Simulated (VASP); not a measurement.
```
CELL_PARAMETERS angstrom
      4.18172     0.00000     0.00000
     -2.09086     3.62148     0.00000
      0.00000     0.00000     6.81131
ATOMIC_POSITIONS crystal
  Mg 0.00000 0.00000 0.00000
  Mg 0.00000 0.00000 0.50000
  Te 0.33333 0.66667 0.25000
  Te 0.66667 0.33333 0.75000
```

The numbers are results of PBEsol GGA, VASP's PBE PAW potentials (set 64) (plane waves; VASP), not measurements. Numerical set-up: 400 eV cut-off, Gaussian smearing of 0.050 eV, potentials Mg Te.

Unless said otherwise, spin-orbit coupling is left out, though it shifts the bands of the heavy elements here.

Task: Give the energies of bands 3 to 11 at the high-symmetry points, in eV from the valence-band maximum.

Result: 
```tsv
band	Γ	M	K	A	L	H
3	-5.02	-4.75	-4.72	-3.06	-4.71	-4.03
4	-0.60	-3.68	-2.93	-3.06	-4.71	-4.03
5	-0.60	-3.01	-2.93	-0.37	-1.55	-3.75
6	-0.15	-1.98	-2.89	-0.37	-1.55	-3.75
7	-0.15	-1.95	-2.27	-0.37	-1.40	-0.74
8	0.00	-0.61	-2.27	-0.37	-1.40	-0.74
9	1.94	2.18	0.82	2.97	2.09	3.37
10	2.91	2.45	5.79	2.97	2.09	3.37
11	5.04	3.23	6.10	4.96	3.53	3.40
```

The gap is indirect, 0.82 eV, from the valence maximum at Γ to the conduction minimum at K.

The structure was generated: MgTe was put into the NiAs type type (P6_3/mmc), which need not be its known phase. It was relaxed first.
